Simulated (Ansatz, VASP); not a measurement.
# Cross-check of KTaO3 between VASP and Ansatz, part 3 of 3

Aim: how closely do two programs agree when they are given the same cell, functional and k mesh? The cell is taken from a series of runs on this material, whose earlier steps may have relaxed, scaled, displaced or heated it; both programs get it as it stands.

VASP 6.6.1 and Ansatz 0.2.0.

So far: Set-up; Ansatz: zone-centre phonons, PBE; VASP: zone-centre phonons, PBE.

### 3. VASP: zone-centre phonons, PBE (continued)

Level of this step: PBE; plane waves and PAW (O, K_sv, Ta_pv) (VASP).

Numbers of over 12 decimals in the logs are rounded to 6 here.

Parts of OUTCAR (step 3):

```text
ion  position               nearest neighbor table
   1  0.500  0.000  0.000-   5 2.00   5 2.00   4 2.83   4 2.83   4 2.83   4 2.83
   2  0.000  0.500  0.000-   5 2.00   5 2.00   4 2.83   4 2.83   4 2.83   4 2.83
   3  0.000  0.000  0.500-   5 2.00   5 2.00   4 2.83   4 2.83   4 2.83   4 2.83
   4  0.500  0.500  0.500-   1 2.83   2 2.83   3 2.83   1 2.83   2 2.83   1 2.83   3 2.83   1 2.83
                             2 2.83   3 2.83   2 2.83   3 2.83   5 3.46   5 3.46   5 3.46   5 3.46
   5  0.000  0.000  0.000-   1 2.00   2 2.00   3 2.00   3 2.00   2 2.00   1 2.00   4 3.46   4 3.46
                             4 3.46   4 3.46   4 3.46   4 3.46   4 3.46   4 3.46

  LATTYP: Found a simple cubic cell.
 ALAT       =     3.9961976442

 Subroutine GETGRP returns: Found 48 space group operations
 (whereof 48 operations were pure point group operations)

The static configuration has the point symmetry O_h .

 Found     35 irreducible k-points:

   k-points           NKPTS =     35   k-points in BZ     NKDIM =     35   number of bands    NBANDS=     25

   dimension x,y,z NGX =    32 NGY =   32 NGZ =   32
   dimension x,y,z NGXF=    64 NGYF=   64 NGZF=   64

   ENCUT  =  600.0 eV  44.10 Ry    6.64 a.u.   7.98  7.98  7.98*2*pi/ulx,y,z

   NELECT =      38.0000    total number of electrons

 k-points in reciprocal lattice and weights: Automatic mesh
   0.00000000  0.00000000  0.00000000       0.002
   0.12500000  0.00000000  0.00000000       0.012
   0.25000000  0.00000000  0.00000000       0.012
   0.37500000  0.00000000  0.00000000       0.012
   0.50000000  0.00000000  0.00000000       0.006
   0.12500000  0.12500000  0.00000000       0.023
   0.25000000  0.12500000  0.00000000       0.047
   0.37500000  0.12500000  0.00000000       0.047
   0.50000000  0.12500000  0.00000000       0.023
[...]
0.50000000  0.50000000  0.37500000       0.012
   0.50000000  0.50000000  0.50000000       0.002

 average (electrostatic) potential at core
       1 -71.8862       2 -71.8862       3 -71.8862       4 -32.7298       5 -40.8170

  Total        1.8487301      1.8487301      1.8487301     -0.0000000      0.0000000      0.0000000
[...]
2     0.00000     1.15137    -0.00000
    3    -0.00000    -0.00000     1.15137
 ion    5
    1     8.76732    -0.00000     0.00000
    2    -0.00000     8.76732    -0.00000
    3     0.00000    -0.00000     8.76732

 Eigenvectors and eigenvalues of the dynamical matrix
 ----------------------------------------------------

   1 f  =   16.106479 THz   101.199991 2PiTHz  537.254304 cm-1    66.611014 meV
             X         Y         Z           dx          dy          dz
      1.998099  0.000000  0.000000    -0.835166    0.027484   -0.000000
      0.000000  1.998099  0.000000     0.385440   -0.059551    0.000000
      0.000000  0.000000  1.998099     0.385440    0.027484   -0.000000
      1.998099  1.998099  1.998099     0.004562    0.000325    0.000000
      0.000000  0.000000  0.000000     0.017011    0.001213    0.000000

   2 f  =   16.106479 THz   101.199991 2PiTHz  537.254304 cm-1    66.611014 meV
             X         Y         Z           dx          dy          dz
      1.998099  0.000000  0.000000    -0.059551   -0.385440   -0.000000
      0.000000  1.998099  0.000000     0.027484    0.835166    0.000000
      0.000000  0.000000  1.998099     0.027484   -0.385440   -0.000000
      1.998099  1.998099  1.998099     0.000325   -0.004562    0.000000
      0.000000  0.000000  0.000000     0.001213   -0.017011   -0.000000

   3 f  =   16.106479 THz   101.199991 2PiTHz  537.254304 cm-1    66.611014 meV
             X         Y         Z           dx          dy          dz
      1.998099  0.000000  0.000000    -0.000000   -0.000000   -0.386419
      0.000000  1.998099  0.000000     0.000000   -0.000000   -0.386419
      0.000000  0.000000  1.998099    -0.000000   -0.000000    0.837287
      1.998099  1.998099  1.998099     0.000000   -0.000000   -0.004574
      0.000000  0.000000  0.000000    -0.000000    0.000000   -0.017055

   4 f  =    7.801181 THz    49.016265 2PiTHz  260.219384 cm-1    32.263077 meV
             X         Y         Z           dx          dy          dz
      1.998099  0.000000  0.000000     0.000000    0.658416   -0.037957
      0.000000  1.998099  0.000000    -0.255043   -0.000000    0.037957
      0.000000  0.000000  1.998099     0.255043   -0.658416    0.000000
      1.998099  1.998099  1.998099     0.000000   -0.000000    0.000000
      0.000000  0.000000  0.000000     0.000000   -0.000000   -0.000000

   5 f  =    7.801181 THz    49.016265 2PiTHz  260.219384 cm-1    32.263077 meV
             X         Y         Z           dx          dy          dz
      1.998099  0.000000  0.000000    -0.000000    0.249310   -0.084821
      0.000000  1.998099  0.000000     0.656239   -0.000000    0.084821
      0.000000  0.000000  1.998099    -0.656239   -0.249310   -0.000000
      1.998099  1.998099  1.998099    -0.000000    0.000000    0.000000
      0.000000  0.000000  0.000000    -0.000000   -0.000000    0.000000

   6 f  =    7.801181 THz    49.016265 2PiTHz  260.219384 cm-1    32.263077 meV
             X         Y         Z           dx          dy          dz
      1.998099  0.000000  0.000000     0.000000   -0.065820   -0.700974
      0.000000  1.998099  0.000000    -0.065597    0.000000    0.700974
      0.000000  0.000000  1.998099     0.065597    0.065820    0.000000
      1.998099  1.998099  1.998099     0.000000   -0.000000   -0.000000
      0.000000  0.000000  0.000000    -0.000000   -0.000000    0.000000

   7 f  =    5.693067 THz    35.770596 2PiTHz  189.900281 cm-1    23.544623 meV
             X         Y         Z           dx          dy          dz
      1.998099  0.000000  0.000000    -0.202381   -0.087762    0.029243
      0.000000  1.998099  0.000000    -0.219903   -0.080769    0.029243
      0.000000  0.000000  1.998099    -0.219903   -0.087762    0.026913
      1.998099  1.998099  1.998099     0.821844    0.327993   -0.109290
      0.000000  0.000000  0.000000    -0.191168   -0.076294    0.025422

   8 f  =    5.693067 THz    35.770596 2PiTHz  189.900281 cm-1    23.544623 meV
             X         Y         Z           dx          dy          dz
      1.998099  0.000000  0.000000     0.023368    0.015256    0.236722
      0.000000  1.998099  0.000000     0.025391    0.014041    0.236722
      0.000000  0.000000  1.998099     0.025391    0.015256    0.217860
      1.998099  1.998099  1.998099    -0.094894   -0.057018   -0.884701
      0.000000  0.000000  0.000000     0.022073    0.013263    0.205789

   9 f  =    5.693067 THz    35.770596 2PiTHz  189.900281 cm-1    23.544623 meV
             X         Y         Z           dx          dy          dz
      1.998099  0.000000  0.000000    -0.081865    0.221314   -0.004722
      0.000000  1.998099  0.000000    -0.088953    0.203680   -0.004722
      0.000000  0.000000  1.998099    -0.088953    0.221314   -0.004346
      1.998099  1.998099  1.998099     0.332444   -0.827116    0.017648
      0.000000  0.000000  0.000000    -0.077329    0.192395   -0.004105

  10 f  =    2.552438 THz    16.037443 2PiTHz   85.140177 cm-1    10.556032 meV
             X         Y         Z           dx          dy          dz
      1.998099  0.000000  0.000000     0.046736    0.444760   -0.186341
      0.000000  1.998099  0.000000     0.051718    0.401911   -0.186341
      0.000000  0.000000  1.998099     0.051718    0.444760   -0.168389
      1.998099  1.998099  1.998099     0.026118    0.224607   -0.094104
      0.000000  0.000000  0.000000    -0.056178   -0.483113    0.202410

  11 f  =    2.552438 THz    16.037443 2PiTHz   85.140177 cm-1    10.556032 meV
             X         Y         Z           dx          dy          dz
      1.998099  0.000000  0.000000     0.044933    0.181492    0.446987
      0.000000  1.998099  0.000000     0.049723    0.164007    0.446987
      0.000000  0.000000  1.998099     0.049723    0.181492    0.403924
      1.998099  1.998099  1.998099     0.025111    0.091655    0.225732
      0.000000  0.000000  0.000000    -0.054011   -0.197143   -0.485532

  12 f  =    2.552438 THz    16.037443 2PiTHz   85.140177 cm-1    10.556032 meV
             X         Y         Z           dx          dy          dz
      1.998099  0.000000  0.000000     0.433438   -0.066771   -0.026245
      0.000000  1.998099  0.000000     0.479648   -0.060338   -0.026245
      0.000000  0.000000  1.998099     0.479648   -0.066771   -0.023717
      1.998099  1.998099  1.998099     0.242226   -0.033720   -0.013254
      0.000000  0.000000  0.000000    -0.521010    0.072529    0.028508

  13 f/i=    0.012163 THz     0.076423 2PiTHz    0.405715 cm-1     0.050302 meV
             X         Y         Z           dx          dy          dz
      1.998099  0.000000  0.000000    -0.016193   -0.234114   -0.059038
      0.000000  1.998099  0.000000    -0.016177   -0.234346   -0.059038
      0.000000  0.000000  1.998099    -0.016177   -0.234114   -0.059097
      1.998099  1.998099  1.998099    -0.025459   -0.368456   -0.092916
      0.000000  0.000000  0.000000    -0.055092   -0.797315   -0.201064

  14 f/i=    0.012163 THz     0.076423 2PiTHz    0.405715 cm-1     0.050302 meV
             X         Y         Z           dx          dy          dz
      1.998099  0.000000  0.000000     0.004445   -0.059449    0.234526
      0.000000  1.998099  0.000000     0.004440   -0.059508    0.234526
      0.000000  0.000000  1.998099     0.004440   -0.059449    0.234759
      1.998099  1.998099  1.998099     0.006988   -0.093562    0.369105
      0.000000  0.000000  0.000000     0.015122   -0.202463    0.798719

  15 f/i=    0.012163 THz     0.076423 2PiTHz    0.405715 cm-1     0.050302 meV
             X         Y         Z           dx          dy          dz
      1.998099  0.000000  0.000000    -0.241642    0.014595    0.008270
      0.000000  1.998099  0.000000    -0.241402    0.014609    0.008270
      0.000000  0.000000  1.998099    -0.241402    0.014595    0.008278
      1.998099  1.998099  1.998099    -0.379927    0.022970    0.013016
      0.000000  0.000000  0.000000    -0.822137    0.049705    0.028165

 MACROSCOPIC STATIC DIELECTRIC TENSOR IONIC CONTRIBUTION
 ------------------------------------------------------
         228.580756     0.000000    -0.000000
           0.000000   228.580756    -0.000000
          -0.000000    -0.000000   228.580756
 ------------------------------------------------------

 ELASTIC MODULI CONTR FROM IONIC RELAXATION (kBar)
 Direction    XX          YY          ZZ          XY          YZ          ZX
 --------------------------------------------------------------------------------
 XX           0.0000      0.0000      0.0000      0.0000      0.0000      0.0000
 YY           0.0000      0.0000      0.0000      0.0000      0.0000      0.0000
 ZZ           0.0000      0.0000      0.0000      0.0000      0.0000      0.0000
 XY           0.0000      0.0000      0.0000      0.0000      0.0000      0.0000
 YZ           0.0000      0.0000      0.0000      0.0000      0.0000      0.0000
 ZX           0.0000      0.0000      0.0000      0.0000      0.0000      0.0000
 --------------------------------------------------------------------------------

 PIEZOELECTRIC TENSOR IONIC CONTR  for field in x, y, z        (C/m^2)
          XX          YY          ZZ          XY          YZ          ZX
  --------------------------------------------------------------------------------
  x     0.00000     0.00000     0.00000     0.00000     0.00000     0.00000
  y     0.00000     0.00000     0.00000     0.00000     0.00000     0.00000
  z     0.00000     0.00000     0.00000     0.00000     0.00000     0.00000
```

### 4. Comparison

Known differences besides the potentials themselves: fixed occupations in Ansatz, narrow Gaussian smearing in VASP; VASP's response is taken on the typed mesh, Ansatz refines its own for the field response alone; the data sets hold 40 valence electrons in Ansatz (on its PAW soft_1 files) and 38 in VASP; the cutoff is 420 eV in Ansatz and 600 eV in VASP. Total energies have different zeros and are not compared.

The two programs side by side:

| quantity | Ansatz | VASP | difference |
| --- | --- | --- | --- |
| ε∞ xx | 5.35 | 5.43 | -1.53 % |
| ε∞ yy | 5.35 | 5.43 | -1.53 % |
| ε∞ zz | 5.35 | 5.43 | -1.53 % |
| Born charge of O1 (mean of the diagonal) (e) | -3.28 | -3.31 | +0.03 |
| Born charge of K4 (mean of the diagonal) (e) | 1.15 | 1.15 | 0.00 |
| Born charge of Ta5 (mean of the diagonal) (e) | 8.69 | 8.77 | -0.07 |
| optical mode 1 to 3 (cm⁻¹) | 62.7 | 85.1 | -26.34 % |
| optical mode 4 to 6 (cm⁻¹) | 186.2 | 189.9 | -1.93 % |
| optical mode 7 to 9 (cm⁻¹) | 260.2 | 260.2 | +0.01 % |
| optical mode 10 to 12 (cm⁻¹) | 529.3 | 537.3 | -1.49 % |

Modes are paired by rising frequency, not by their patterns, so a pair may set unlike modes beside each other; they are those without the splitting of longitudinal modes.

### 5. Outcome

| Item | Value |
| --- | --- |
| r.m.s. difference of the optical zone-centre modes, each program's sorted by frequency (zone-centre phonons, PBE) | 12 cm⁻¹ |
| difference in optical mode 1 to 3 (zone-centre phonons, PBE) | -26.3 % |

In words: The r.m.s. difference of the optical zone-centre modes, each program's sorted by frequency is 12 cm⁻¹ (zone-centre phonons, PBE). The data sets hold unlike numbers of valence electrons (40 in Ansatz and 38 in VASP), so part of the differences comes from the potentials. Among the rows given in per cent, the largest difference of the zone-centre phonons, PBE pair is in optical mode 1 to 3, -26.3 %. What causes the difference of the zone-centre phonons, PBE pair stays open here. Such differences can come from data sets, numerical settings and the points named under the comparisons, not from the functional's error against experiment.

[Lines on the potential files, build, host, timing and source positions are cut from VASP's logs without a mark.]

[Logs are printed without paths, hosts, clocks, repeated set-up lines and the standing remarks that a program may print on its own settings, such as how far it seeks lower states.]

[Hosts, paths, dates, database ids (printed as entryN), source tags and the programs' standing remarks are cut or masked in the printed files.]
